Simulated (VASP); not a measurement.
**AlBP2: single point with PBE**

Crystal: AlBP2.

```
CELL_PARAMETERS angstrom
3.49900 0.00000 0.00000
0.00000 3.49900 0.00000
0.00000 0.00000 5.23911
ATOMIC_POSITIONS crystal
B 0.00000 0.00000 0.00000
P 0.00000 0.50000 0.20779
P 0.50000 0.00000 0.79221
Al 0.50000 0.50000 0.50000
```

The cell was built by a generator and needn't be a form met in nature.

| Quantity | Value |
| --- | --- |
| Program | VASP 6.6.1 |
| Task | single point |
| Functional | PBE |
| Potentials or basis | VASP PAW PBE potentials, release 64 (B, P, Al) |
| Cutoff | 520 eV |
| k mesh | 8 × 8 × 6 |
| Occupations | fermi-dirac, width 0.02 eV |
| Spin | no spin polarisation |
| Dipole correction | no |
| Further INCAR settings | ALGO = Fast; EDIFF = 1e-06; NBANDS = 16 |

| Quantity | Value |
| --- | --- |
| Pressure | -0.1 GPa |
| Largest force | 0.003 eV/Å |
| Band gap on the k mesh | 0.77 eV, direct |

Forces on the atoms (eV/Å):
```
B    0.000  0.000  0.000
P    0.000  0.000  0.003
P    0.000  0.000 -0.003
Al   0.000  0.000  0.000
```

Levels at points of the mesh, in eV from the valence-band top:
| k point | band 4 | band 5 | band 6 | band 7 | band 8 | band 9 | band 10 | band 11 | band 12 | band 13 |
| --- | --- | --- | --- | --- | --- | --- | --- | --- | --- | --- |
| (0.00, 0.00, 0.00) | -3.71 | -3.71 | -0.59 | 0.00 | 0.00 | 0.77 | 1.07 | 3.40 | 3.41 | 3.41 |
| (0.50, 0.00, 0.00) | -5.11 | -4.88 | -4.05 | -2.71 | -0.63 | 2.41 | 3.70 | 4.24 | 5.00 | 6.20 |
| (0.50, 0.50, 0.00) | -6.12 | -4.07 | -3.68 | -3.68 | -2.91 | 0.94 | 0.94 | 1.18 | 1.47 | 9.31 |
| (0.00, 0.00, 0.50) | -3.76 | -3.46 | -3.46 | -0.95 | -0.95 | 1.20 | 1.64 | 3.78 | 4.26 | 5.47 |
| (0.50, 0.00, 0.50) | -7.17 | -2.65 | -1.89 | -1.81 | -0.53 | 1.26 | 2.83 | 3.25 | 4.08 | 4.38 |
| (0.50, 0.50, 0.50) | -5.26 | -4.76 | -4.68 | -4.40 | -4.40 | 3.99 | 3.99 | 4.13 | 5.23 | 5.59 |

Wall time 20 s on 1 thread of Intel(R) Xeon(R) 6975P-C (Granite Rapids) (shared host), peak memory 0.2 GiB.

A k mesh can miss the band edges.
